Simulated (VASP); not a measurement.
The system is ZnSe.

```
Zn Se
1.0
     0.00000    2.83380    2.83380
     2.83380    0.00000    2.83380
     2.83380    2.83380    0.00000
Zn Se
1 1
Direct
  0.00000 0.00000 0.00000
  0.25000 0.25000 0.25000
```

* Program: VASP 6.6.1
* Task: relaxation of cell and atoms
* Functional: PBE
* Potentials or basis: VASP PAW PBE potentials, release 64 (Zn, Se)
* Cutoff: 520 eV
* k mesh: 10 × 10 × 10
* Occupations: gaussian, width 0.02 eV
* Spin: no spin polarisation

At the start: pressure 2.4 GPa; volume 22.76 Å³/atom.

How do energy, volume and symmetry change on relaxing?

Over 3 steps the energy falls by 6.2 meV/atom and the volume is 23.63 Å³/atom (+3.8 %); space group F-43m (No. 216, to 0.05 Å).

Step by step:
| step | energy change (eV) | largest force (eV/Å) | pressure (GPa) | volume (Å³) |
| --- | --- | --- | --- | --- |
| 1 | 0.0000 | 0.0000 | 2.36 | 45.51 |
| 2 | -0.0115 | 0.0000 | -0.56 | 47.76 |
| 3 | -0.0124 | 0.0000 | 0.01 | 47.26 |

Final structure:
```
Zn Se
1.0
     0.00000    2.86965    2.86965
     2.86965    0.00000    2.86965
     2.86965    2.86965    0.00000
Zn Se
1 1
Cartesian
  0.0000 0.0000 0.0000
  1.4348 1.4348 1.4348
```
